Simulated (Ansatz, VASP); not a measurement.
# MoS2 in two plane-wave programs, part 3 of 3

Wanted: the spread between two codes on one cell, functional and k mesh. The structure shown comes from an earlier Ansatz run, which isn't shown and may have moved the atoms alone.

VASP 6.6.1 and Ansatz 0.2.0.

So far: Starting point; Ansatz: elastic constants, PBEsol, pair 1; VASP: elastic constants, PBEsol, pair 1.

## 4. Differences

Known differences besides the potentials themselves: the cutoff is 420 eV in Ansatz and 500 eV in VASP; Ansatz makes its cores anew for this functional, VASP keeps those of its PBE data sets; VASP takes each elastic constant from one size of strain, Ansatz from those that its log lists. Total energies have different zeros and are not compared.

Both answers:

```csv
quantity,Ansatz,VASP,difference
C11 (GPa),201.4,202.3,-0.42 %
C22 (GPa),201.4,202.3,-0.42 %
C33 (GPa),1.4,1.8,-25.11 %
C12 (GPa),45.4,45.5,-0.19 %
C13 (GPa),-0.1,0.0,-570.15 %
C23 (GPa),-0.1,0.0,-570.15 %
C44 (GPa),1.2,1.0,+14.80 %
C55 (GPa),1.2,1.0,+14.80 %
C66 (GPa),78.0,78.4,-0.50 %
```

## 5. Ansatz: elastic constants, PBEsol, pair 2

Elastic constants are differences of stresses under small strains, so they test the stress and the mesh. The cell compared in this pair holds 109.84 Å³, against 123.62 Å³ for the pair before.

The structure shown comes from an earlier Ansatz run, which isn't shown and may have moved the atoms alone.

input.yaml reads:

```yaml
crystal:
  lattice:
    - [3.1405259112, 0.0, 0.0]
    - [-1.5702629556, 2.7197752204, 0.0]
    - [0.0, 0.0, 12.8589740192]
  atoms:
    - { symbol: Mo, position: [0.3333333333, 0.6666666667, 0.25] }
    - { symbol: Mo, position: [0.6666666667, 0.3333333333, 0.75] }
    - { symbol: S, position: [0.3333333333, 0.6666666667, 0.6287169774] }
    - { symbol: S, position: [0.6666666667, 0.3333333333, 0.1287169774] }
    - { symbol: S, position: [0.3333333333, 0.6666666667, 0.8712830226] }
    - { symbol: S, position: [0.6666666667, 0.3333333333, 0.3712830226] }
kpoints:
  mp_grid: { grid: [6, 6, 1] }
hamiltonian:
  xc: pbesol
scf:
  occupations: { method: gaussian, width: 0.02 }
output:
  forces: true
  stress: true
  eigenvalues: true
elastic:
  mode: relaxed_ion
  stencil: two_point
```

On the command line:

```console
$ ansatz run input.yaml --threads 4 --pin off --max-ram 16384MiB --backend cpu --events-out ev --progress --plain --runs-dir out
```

Numbers of over 12 decimals in the logs are rounded to 6 here.

Output:

```text
[...]
Crystal: 6 atoms, lattice volume = 109.835 Å³
Basis set: ecut = 420 eV, 2143 PW (Γ), exchange–correlation on 48×48×180 points (8 copies of the dense FFT grid, shifted against one another)
Bands: 32, of which v1, the nominal top of the filled ones, is band 26 counted from 1 (25 counted from 0)
Symmetry: 24 space group operations
[...]
k-points: 7 of 36
[...]
2.000e-3       0.0175      -13340.3200337      10    4509   2159   relax 3 steps, max|allowed force component| 1.25e-6 eV/Å
[...]
δ    σ_23 (GPa)             F (eV)   n_scf  n_hpsi   n_pw
    -2.000e-3      -0.0128      -13340.3200260      10    8099   2156   relax 4 steps, max|allowed force component| 3.81e-6 eV/Å
     2.000e-3       0.0128      -13340.3200260      10    7699   2156   relax 3 steps, max|allowed force component| 6.08e-6 eV/Å
[key lines of the parts left out:]
SCF converged after 10 iterations
Free energy (F): -13340.320041 eV
Fermi energy:    10.775932 eV
P = ⅓ Tr σ = 0.0070 GPa (0.070 kbar)
```

## 6. VASP: elastic constants, PBEsol, pair 2

The same cell, functional, mesh and smearing now go to VASP, with its own data sets.

INCAR reads:

```
SYSTEM = MoS2
PREC = Accurate
ENCUT = 500
EDIFF = 1E-08
NELM = 120
ISMEAR = 0
SIGMA = 0.02
LREAL = .FALSE.
ALGO = Normal
GGA = PS
NBANDS = 32
LASPH = .TRUE.
LORBIT = 11
LWAVE = .FALSE.
LCHARG = .FALSE.
ISIF = 3
IBRION = 6
NFREE = 2
POTIM = 0.015
NSW = 1
GGA_COMPAT = .FALSE.
EFERMI = MIDGAP
KPAR = 2
```

POSCAR reads:

```
MoS2
1.0
    3.1405259112      0.0000000000      0.0000000000
   -1.5702629556      2.7197752204      0.0000000000
    0.0000000000      0.0000000000     12.8589740192
Mo S
2 4
Direct
    0.3333333333      0.6666666667      0.2500000000
    0.6666666667      0.3333333333      0.7500000000
    0.3333333333      0.6666666667      0.6287197968
    0.6666666667      0.3333333333      0.1287197968
    0.3333333333      0.6666666667      0.8712802032
    0.6666666667      0.3333333333      0.3712802032
```

KPOINTS reads:

```
Automatic mesh
0
Gamma
6 6 1
0 0 0
```

PAW data sets: Mo_sv and S (PBE family, release 64).

On the command line:

```console
$ mpirun -np 2 vasp_std
```

Output:

```text
[banner, memory and clock lines left out]
running    2 mpi-ranks, on    1 nodes
[...]
[... a notice as in an earlier step ...]

 LDA part: xc-table for (Slater+PW92), standard interpolation
 POSCAR, INCAR and KPOINTS ok, starting setup
[...]
entering main loop
       N       E                     dE             d eps       ncg     rms          rms(c)
DAV:   1     0.436434699166E+03    0.43643E+03   -0.28846E+04   504   0.149E+03
DAV:   2    -0.232442563273E+02   -0.45968E+03   -0.44607E+03   528   0.384E+02
DAV:   3    -0.492577754617E+02   -0.26014E+02   -0.25766E+02   584   0.788E+01
DAV:   4    -0.497707381203E+02   -0.51296E+00   -0.51175E+00   560   0.111E+01
[...]
DAV:  16    -0.468848586637E+02    0.36100E-06   -0.14115E-06   568   0.660E-03    0.137E-03
DAV:  17    -0.468848587393E+02   -0.75612E-07   -0.13072E-07   488   0.165E-03    0.240E-03
DAV:  18    -0.468848587335E+02    0.57425E-08   -0.14096E-08   416   0.545E-04
   1 F= -.46884859E+02 E0= -.46884859E+02  d E =0.000000E+00
[... from here on, the cycles between the ionic steps are left out ...]
   2 F= -.46865554E+02 E0= -.46865554E+02  d E =0.000000E+00
  14 F= -.46882509E+02 E0= -.46882509E+02  d E =0.000000E+00
  15 F= -.46882509E+02 E0= -.46882509E+02  d E =0.000000E+00
  16 F= -.46881336E+02 E0= -.46881336E+02  d E =0.000000E+00
  17 F= -.46881336E+02 E0= -.46881336E+02  d E =0.000000E+00
  18 F= -.46883734E+02 E0= -.46883734E+02  d E =0.000000E+00
  19 F= -.46883734E+02 E0= -.46883734E+02  d E =0.000000E+00
  20 F= -.46882854E+02 E0= -.46882854E+02  d E =0.000000E+00
  21 F= -.46882918E+02 E0= -.46882918E+02  d E =0.000000E+00
 Finite differences progress:
  Degree of freedom:  10/ 10
  Displacement:        2/  2
  Total:              20/ 20
```

OUTCAR, selected parts (step 6):

```text
  Total       -0.1520971     -0.1520971     -0.4639993      0.0000000      0.0000000      0.0000000
  in kB       -2.2186547     -2.2186547     -6.7684032      0.0000000      0.0000000      0.0000000
  external PRESSURE =      -3.7352375 kB  Pullay stress =       0.0000000 kB

[... 3 further parts left out ...]
[key lines of the parts left out:]
E-fermi :   7.4511
```

Levels, forces or a CONTCAR printed for this step are those of its last displaced cell, not of the structure at rest.

## 7. Side by side

The two programs side by side:

```csv
quantity,Ansatz,VASP,difference
C11 (GPa),220.5,221.1,-0.31 %
C22 (GPa),220.5,221.1,-0.31 %
C33 (GPa),15.1,15.8,-4.14 %
C12 (GPa),51.6,51.8,-0.35 %
C13 (GPa),3.3,3.4,-3.29 %
C23 (GPa),3.3,3.4,-3.29 %
C44 (GPa),6.4,6.2,+4.05 %
C55 (GPa),6.4,6.2,+4.05 %
C66 (GPa),84.4,84.7,-0.30 %
```

## 8. What came out

```
difference in C13 (elastic constants, PBEsol, pair 1) : -570 %
difference in C33 (elastic constants, PBEsol, pair 2) : -4.1 %
```

In words: The difference in C13 is -570 % (elastic constants, PBEsol, pair 1), beyond the 5 % picked in this series as the mark of a large difference. How closely two codes agree says nothing of how well the functional describes the real material.

[Lines on the potential files, build, host, timing and source positions are cut from VASP's logs without a mark.]

[Logs are printed without paths, hosts, clocks, repeated set-up lines and the standing remarks that a program may print on its own settings, such as how far it seeks lower states.]

[Hosts, paths, dates, database ids (printed as entryN), source tags and the programs' standing remarks are cut or masked in the printed files.]
